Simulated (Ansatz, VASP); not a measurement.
## LaB6 in two plane-wave programs

Aim: how closely do two programs agree when they are given the same cell, functional and k mesh?

Main program and level: Ansatz 0.2.0; plane waves, with VASP 6.6.1 beside it; relaxation of cell and atoms at r2SCAN with rVV10.

## Step 1: The structure

The structure is cubic, space group Pm-3m (No. 221). Conventional cell: a = 4.157 Å, b = 4.157 Å, c = 4.157 Å, α = 90.00°, β = 90.00°, γ = 90.00°. Nearest to La lie 24 B at 3.05 Å. Nearest to B lie 6 B at 1.64 to 2.51 Å and 4 La at 3.05 Å. Farther neighbours are not listed.

Structure file:

```cif
data_structure
_symmetry_space_group_name_H-M 'P 1'
_symmetry_Int_Tables_number 1
_cell_length_a 4.1570
_cell_length_b 4.1570
_cell_length_c 4.1570
_cell_angle_alpha 90.000
_cell_angle_beta 90.000
_cell_angle_gamma 90.000
_cell_volume 71.84
loop_
_atom_site_label
_atom_site_type_symbol
_atom_site_fract_x
_atom_site_fract_y
_atom_site_fract_z
_atom_site_occupancy
La1 La 0.00000 0.00000 0.00000 1
B2 B 0.19750 0.50000 0.50000 1
B3 B 0.50000 0.19750 0.50000 1
B4 B 0.80250 0.50000 0.50000 1
B5 B 0.50000 0.80250 0.50000 1
B6 B 0.50000 0.50000 0.19750 1
B7 B 0.50000 0.50000 0.80250 1
```

## Step 2: VASP: relaxation of cell and atoms, r2SCAN with rVV10

The relaxed volume is the usual yardstick between codes: its relative difference is about their pressure difference at one cell divided by the bulk modulus.

Lines of VASP's logs that name or quote its potential files are left out, and so is its time.

INCAR

```
SYSTEM = LaB6
PREC = Accurate
ENCUT = 520
EDIFF = 1E-06
NELM = 100
ISMEAR = -1
SIGMA = 0.05
LREAL = .FALSE.
ALGO = Normal
METAGGA = R2SCAN
LUSE_VDW = .TRUE.
IVDW_NL = 2
BPARAM = 11.95
CPARAM = 0.0093
LASPH = .TRUE.
NBANDS = 21
LORBIT = 11
LWAVE = .FALSE.
LCHARG = .FALSE.
KPAR = 8
IBRION = 2
NSW = 60
ISIF = 3
EDIFFG = -0.01
```

POSCAR

```
LaB6
1.0
    4.1570000000      0.0000000000      0.0000000000
    0.0000000000      4.1570000000      0.0000000000
    0.0000000000      0.0000000000      4.1570000000
La B
1 6
Direct
    0.0000000000      0.0000000000      0.0000000000
    0.1975000000      0.5000000000      0.5000000000
    0.5000000000      0.1975000000      0.5000000000
    0.8025000000      0.5000000000      0.5000000000
    0.5000000000      0.8025000000      0.5000000000
    0.5000000000      0.5000000000      0.1975000000
    0.5000000000      0.5000000000      0.8025000000
```

KPOINTS

```
Automatic mesh
0
Gamma
6 6 6
0 0 0
```

PAW data sets: La and B (PBE family, release 64).

Launch:

```console
$ mpirun -np 8 vasp_std
```

Numbers of over 12 decimals in the logs are rounded to 6 here.

Log:

```text
[banner, memory and clock lines left out]
running    8 mpi-ranks, on    1 nodes
 distrk:  each k-point on    1 cores,    8 groups
 distr:  one band on    1 cores,    1 groups

 POSCAR found type information on POSCAR LaB
 POSCAR found :  2 types and       7 ions
|                                                                             |
|           W    W    AA    RRRRR   N    N  II  N    N   GGGG   !!!           |
|           W    W   A  A   R    R  NN   N  II  NN   N  G    G  !!!           |
|           W    W  A    A  R    R  N N  N  II  N N  N  G       !!!           |
|           W WW W  AAAAAA  RRRRR   N  N N  II  N  N N  G  GGG   !            |
|           WW  WW  A    A  R   R   N   NN  II  N   NN  G    G                |
|           W    W  A    A  R    R  N    N  II  N    N   GGGG   !!!           |
|                                                                             |
|     For optimal performance we recommend to set                             |
|       NCORE = 2 up to number-of-cores-per-socket                            |
|     NCORE specifies how many cores store one orbital (NPAR=cpu/NCORE).      |
|     This setting can greatly improve the performance of VASP for DFT.       |
|     The default, NCORE=1 might be grossly inefficient on modern             |
|     multi-core architectures or massively parallel machines. Do your        |
|     Unfortunately you need to use the default for GW and RPA                |
|     calculations (for HF NCORE is supported but not extensively tested      |
|     yet).                                                                   |
|                                                                             |

|                                                                             |
|               ----> ADVICE to this user running VASP <----                  |
|                                                                             |
|     You have switched on vdW-DFT.                                           |
|     This routine was written and supplied by Jiri Klimes. We recommend      |
|     that you carefully read and cite the following publications:            |
|       J. Klimes, D.R. Bowler, A. Michelides                                 |
|          J. Phys.: Cond Matt. 22 022201 (2010)                              |
|       J. Klimes, D.R. Bowler, A. Michelides                                 |
|          Phys. Rev. B. 83, 195131 (2011)                                    |
|     and references therein.                                                 |
|                                                                             |

|                                                                             |
|               ----> ADVICE to this user running VASP <----                  |
|                                                                             |
|     You enforced a specific xc type in the INCAR file but a different       |
|     [... a line on the potential file left out ...]
|     I HOPE YOU KNOW WHAT YOU ARE DOING!                                     |
|                                                                             |

 LDA part: xc-table for (None), standard interpolation
 POSCAR, INCAR and KPOINTS ok, starting setup
 FFT: planning ... GRIDC
 FFT: planning ... GRID_SOFT
 FFT: planning ... GRID
 WAVECAR not read
 entering main loop
       N       E                     dE             d eps       ncg     rms          rms(c)
Total rVV10 correction in eV:      0.2310875    30.3005447
Total rVV10 correction in eV:      0.2310875    30.3005447
Total rVV10 correction in eV:      0.2310875    30.3005447
Total rVV10 correction in eV:      0.2310875    30.3005447
Total rVV10 correction in eV:      0.2310875    30.3005447
Total rVV10 correction in eV:      0.2310875    30.3005447
Total rVV10 correction in eV:      0.2310875    30.3005447
Total rVV10 correction in eV:      0.2310875    30.3005447
DAV:   1     0.181281457831E+03    0.18128E+03   -0.11764E+04   896   0.180E+03
DAV:   2    -0.500191124587E+02   -0.23130E+03   -0.21153E+03  1013   0.308E+02
DAV:   3    -0.857331507453E+02   -0.35714E+02   -0.31838E+02  1236   0.142E+02
DAV:   4    -0.872837519928E+02   -0.15506E+01   -0.15343E+01  1572   0.301E+01
DAV:   5    -0.873343952814E+02   -0.50643E-01   -0.50504E-01  1281   0.412E+00    0.917E+00
Total rVV10 correction in eV:      0.2593413    30.3005449
Total rVV10 correction in eV:      0.2593413    30.3005449
[...]
Total rVV10 correction in eV:      0.2993362    30.3007360
Total rVV10 correction in eV:      0.2993362    30.3007360
Total rVV10 correction in eV:      0.2993362    30.3007360
Total rVV10 correction in eV:      0.2993362    30.3007360
Total rVV10 correction in eV:      0.2993323    30.3007358
Total rVV10 correction in eV:      0.2993323    30.3007358
Total rVV10 correction in eV:      0.2993323    30.3007358
Total rVV10 correction in eV:      0.2993323    30.3007358
Total rVV10 correction in eV:      0.2993323    30.3007358
Total rVV10 correction in eV:      0.2993323    30.3007358
Total rVV10 correction in eV:      0.2993323    30.3007358
Total rVV10 correction in eV:      0.2993323    30.3007358
   6 F= -.77913533E+02 E0= -.77909015E+02  d E =-.157373E-03
[...]
7 F= -.77913533E+02 E0= -.77909014E+02  d E =-.157503E-03
[...]
8 F= -.77913524E+02 E0= -.77909028E+02  d E =0.932029E-05
 trial-energy change:    0.000009  1 .order    0.000009   -0.000031    0.000049
 step:   0.3138(harm=  0.3138)  dis= 0.00017  next Energy=   -77.913539 (dE=-0.599E-05)
 bond charge predicted
       N       E                     dE             d eps       ncg     rms          rms(c)
Total rVV10 correction in eV:      0.2993772    30.3007369
Total rVV10 correction in eV:      0.2993772    30.3007369
Total rVV10 correction in eV:      0.2993772    30.3007369
Total rVV10 correction in eV:      0.2993772    30.3007369
Total rVV10 correction in eV:      0.2993772    30.3007369
Total rVV10 correction in eV:      0.2993772    30.3007369
Total rVV10 correction in eV:      0.2993772    30.3007369
Total rVV10 correction in eV:      0.2993772    30.3007369
DAV:   1    -0.779135406427E+02   -0.17000E-04   -0.69853E-04   993   0.158E-01    0.978E-03
Total rVV10 correction in eV:      0.2993672    30.3007373
Total rVV10 correction in eV:      0.2993672    30.3007373
Total rVV10 correction in eV:      0.2993672    30.3007373
Total rVV10 correction in eV:      0.2993672    30.3007373
Total rVV10 correction in eV:      0.2993672    30.3007373
Total rVV10 correction in eV:      0.2993672    30.3007373
Total rVV10 correction in eV:      0.2993672    30.3007373
Total rVV10 correction in eV:      0.2993672    30.3007373
DAV:   2    -0.779135415735E+02   -0.93079E-06   -0.32904E-05  1343   0.480E-02    0.560E-03
Total rVV10 correction in eV:      0.2993507    30.3007374
Total rVV10 correction in eV:      0.2993507    30.3007374
Total rVV10 correction in eV:      0.2993507    30.3007374
Total rVV10 correction in eV:      0.2993507    30.3007374
Total rVV10 correction in eV:      0.2993507    30.3007374
Total rVV10 correction in eV:      0.2993507    30.3007374
Total rVV10 correction in eV:      0.2993507    30.3007374
Total rVV10 correction in eV:      0.2993507    30.3007374
DAV:   3    -0.779135406525E+02    0.92102E-06   -0.92537E-06  1353   0.201E-02
Total rVV10 correction in eV:      0.2993367    30.3007368
Total rVV10 correction in eV:      0.2993367    30.3007368
Total rVV10 correction in eV:      0.2993367    30.3007368
Total rVV10 correction in eV:      0.2993367    30.3007368
Total rVV10 correction in eV:      0.2993367    30.3007368
Total rVV10 correction in eV:      0.2993367    30.3007368
Total rVV10 correction in eV:      0.2993367    30.3007368
Total rVV10 correction in eV:      0.2993367    30.3007368
Total rVV10 correction in eV:      0.2993503    30.3007372
Total rVV10 correction in eV:      0.2993503    30.3007372
Total rVV10 correction in eV:      0.2993503    30.3007372
Total rVV10 correction in eV:      0.2993503    30.3007372
Total rVV10 correction in eV:      0.2993503    30.3007372
Total rVV10 correction in eV:      0.2993503    30.3007372
Total rVV10 correction in eV:      0.2993503    30.3007372
Total rVV10 correction in eV:      0.2993503    30.3007372
   9 F= -.77913541E+02 E0= -.77909031E+02  d E =-.743143E-05
 curvature:  -0.16 expect dE=-0.425E-08 dE for cont linesearch -0.387E-09
 trial: gam=-0.00738 g(F)=  0.799E-08 g(S)=  0.191E-07 ort = 0.307E-06 (trialstep = 0.712E+00)
 search vector abs. value=  0.248E-07
 reached required accuracy - stopping structural energy minimisation
```

Parts of OUTCAR (step 2):

```text
ion  position               nearest neighbor table
   1  0.000  0.000  0.000-
   2  0.197  0.500  0.500-   4 1.64   3 1.78   5 1.78   6 1.78   7 1.78
   3  0.500  0.197  0.500-   5 1.64   4 1.78   2 1.78   6 1.78   7 1.78
   4  0.803  0.500  0.500-   2 1.64   3 1.78   5 1.78   6 1.78   7 1.78
   5  0.500  0.803  0.500-   3 1.64   2 1.78   4 1.78   6 1.78   7 1.78
   6  0.500  0.500  0.197-   7 1.64   3 1.78   4 1.78   5 1.78   2 1.78
   7  0.500  0.500  0.803-   6 1.64   3 1.78   4 1.78   5 1.78   2 1.78

  LATTYP: Found a simple cubic cell.
 ALAT       =     4.1570000000

 Subroutine GETGRP returns: Found 48 space group operations
 (whereof 48 operations were pure point group operations)

The static configuration has the point symmetry O_h .

 Found     20 irreducible k-points:

   k-points           NKPTS =     20   k-points in BZ     NKDIM =     20   number of bands    NBANDS=     21

   dimension x,y,z NGX =    32 NGY =   32 NGZ =   32
   dimension x,y,z NGXF=    64 NGYF=   64 NGZF=   64

   ENCUT  =  520.0 eV  38.22 Ry    6.18 a.u.   7.73  7.73  7.73*2*pi/ulx,y,z

   NELECT =      29.0000    total number of electrons

 k-points in reciprocal lattice and weights: Automatic mesh
   0.00000000  0.00000000  0.00000000       0.005
   0.16666667  0.00000000  0.00000000       0.028
   0.33333333  0.00000000  0.00000000       0.028
   0.50000000  0.00000000  0.00000000       0.014
   0.16666667  0.16666667  0.00000000       0.056
   0.33333333  0.16666667  0.00000000       0.111
   0.50000000  0.16666667  0.00000000       0.056
   0.33333333  0.33333333  0.00000000       0.056
   0.50000000  0.33333333  0.00000000       0.056
[...]
0.50000000  0.50000000  0.33333333       0.028
   0.50000000  0.50000000  0.50000000       0.005

 average (electrostatic) potential at core
       1-101.5091       2 -25.1602       3 -25.1602       4 -25.1602       5 -25.1602
       6 -25.1602       7 -25.1602

 E-fermi :   8.8349

 k-point     1 :       0.0000    0.0000    0.0000
  band No.  band energies     occupation
    ...
     10       1.2528      2.00000
     11       1.2528      2.00000
     12       6.7867      2.00000
     13       6.7867      2.00000
     14       6.7867      2.00000
     15       9.0301      0.03948
     16       9.0301      0.03948
     17       9.0301      0.03948
     18      10.4065      0.00000
     19      10.4065      0.00000
    ...

 k-point     2 :       0.1667    0.0000    0.0000
  band No.  band energies     occupation
    ...
     11       2.7329      2.00000
     12       6.0965      2.00000
     13       6.0965      2.00000
     14       6.8780      2.00000
     15       7.9379      2.00000
     16       9.8034      0.00000
     17       9.8034      0.00000
     18      10.5203      0.00000
     19      10.9291      0.00000
     20      10.9383      0.00000
    ...

 k-point     3 :       0.3333    0.0000    0.0000
  band No.  band energies     occupation
    ...
     11       4.5050      2.00000
     12       5.3218      2.00000
     13       5.3218      2.00000
     14       6.7070      2.00000
     15       7.0804      2.00000
     16      10.4074      0.00000
     17      10.4074      0.00000
     18      10.5583      0.00000
     19      11.0508      0.00000
     20      11.1231      0.00000
    ...

  Total       -0.0009614     -0.0009614     -0.0009614     -0.0000000     -0.0000000     -0.0000000
  in kB       -0.0215886     -0.0215886     -0.0215886     -0.0000000     -0.0000000     -0.0000000
  external PRESSURE =      -0.0215886 kB  Pullay stress =       0.0000000 kB

  energy-cutoff  :      520.00
  volume of cell :       71.35
      direct lattice vectors                 reciprocal lattice vectors
     4.147566373  0.000000000 -0.000000000     0.241105243  0.000000000 -0.000000000
    -0.000000000  4.147566373 -0.000000000    -0.000000000  0.241105243 -0.000000000
     0.000000000  0.000000000  4.147566373     0.000000000  0.000000000  0.241105243

 POSITION                                       TOTAL-FORCE (eV/Angst)
 -----------------------------------------------------------------------------------
      0.00000      0.00000      0.00000         0.000000      0.000000      0.000000
      0.82843      2.07378      2.07378        -0.000166     -0.000000      0.000000
      2.07378      0.82843      2.07378         0.000000     -0.000166      0.000000
      3.31913      2.07378      2.07378         0.000166      0.000000     -0.000000
      2.07378      3.31913      2.07378        -0.000000      0.000166     -0.000000
      2.07378      2.07378      0.82843        -0.000000     -0.000000     -0.000166
      2.07378      2.07378      3.31913         0.000000      0.000000      0.000166
 -----------------------------------------------------------------------------------
    total drift:                                0.000000     -0.000000      0.000000

  FREE ENERGIE OF THE ION-ELECTRON SYSTEM (eV)
  ---------------------------------------------------
  free  energy   TOTEN  =       -77.9135406525 eV

  energy  without entropy=      -77.9045211926  energy(sigma->0) =      -77.90903092

 reached required accuracy - stopping structural energy minimisation

 total charge
# of ion       s       p       d       f       tot
--------------------------------------------------
    1        1.971   5.687   0.617   0.210   8.485
    2        0.709   1.365   0.000   0.000   2.075
    3        0.709   1.365   0.000   0.000   2.075
    4        0.709   1.365   0.000   0.000   2.075
    5        0.709   1.365   0.000   0.000   2.075
    6        0.709   1.365   0.000   0.000   2.075
    7        0.709   1.365   0.000   0.000   2.075
--------------------------------------------------
tot          6.226  13.880   0.617   0.210  20.933

[... 3 further parts left out ...]
```

This run has no spin polarisation. Its electron count is odd, so without a moment it is a metal by construction. The run keeps the 48 symmetry operations of its start, so it cannot find a distortion of lower symmetry.

(Continued in part 2 of 2.)

[Lines on the potential files, build, host, timing and source positions are cut from VASP's logs without a mark.]

[Logs are printed without paths, hosts, clocks, repeated set-up lines and the standing remarks that a program may print on its own settings, such as how far it seeks lower states.]

[Hosts, paths, dates, database ids (printed as entryN), source tags and the programs' standing remarks are cut or masked in the printed files.]
